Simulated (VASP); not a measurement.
**Ir: transverse stress against strain**

Ir (fcc, Fm-3m, 14.081 Å³/atom at rest, cube axes along x, y and z) under an equal strain ε along x and y, with z held. PBEsol in VASP (plane waves, PAW), 480 eV, 20×20×20 Γ-centred mesh, Methfessel-Paxton smearing 0.10 eV; ions are relaxed within the symmetry of each cell. Stress is positive for a compressed cell.

Here s stands for strain and y for stress zz.

```
strain (%)  stress zz (GPa)
----------  ---------------
-1.50                  8.35
-1.00                  5.37
-0.50                  2.55
0.00                  -0.10
0.50                  -2.61
1.00                  -4.97
1.50                  -7.21
3.00                      ?
```

Taking a straight line for y over the 7 complete rows: Means: s 0, y 0.197. About the means, the sum of products is -36.260 and the sum of squares of s is 7.0000; the slope is their ratio. Least squares gives y = 0.197 - 5.1800·s. Residuals (row less fit): 0.383, -0.007, -0.237, -0.297, -0.217, 0.013, 0.363; standard error 0.307 (degrees of freedom: 5). The slope gives the elastic constant 2C12 = 518 ± 12 GPa.

Q: Estimate the missing y (s = 3.00); what did the run itself give?

A: y = 0.197 - 5.1800 × 3.0 = -15.343 GPa. The calculation gives -13.31 GPa, 2.033 GPa above the prediction (9.4 % of the range of y in the table). The row lies outside the fitted rows, so this is an extrapolation. From the scatter of the fitted rows alone, a prediction at this place has a standard error of 0.478 GPa, so the miss is 4.3 times that.

One order more, fitted to all 13 runs of the series, follows each within 0.10, so the miss is the next term of a smooth law. In a metal these values are sensitive to mesh and smearing; energies are taken to zero smearing, stresses follow the free energy. Rows are the converged runs of the series near zero and its far end; series whose fitted rows scatter by over a few per cent of the range, as at a crossing or softening among them, aren't shown in this form. Most that stay on the fit to the last digits aren't either.
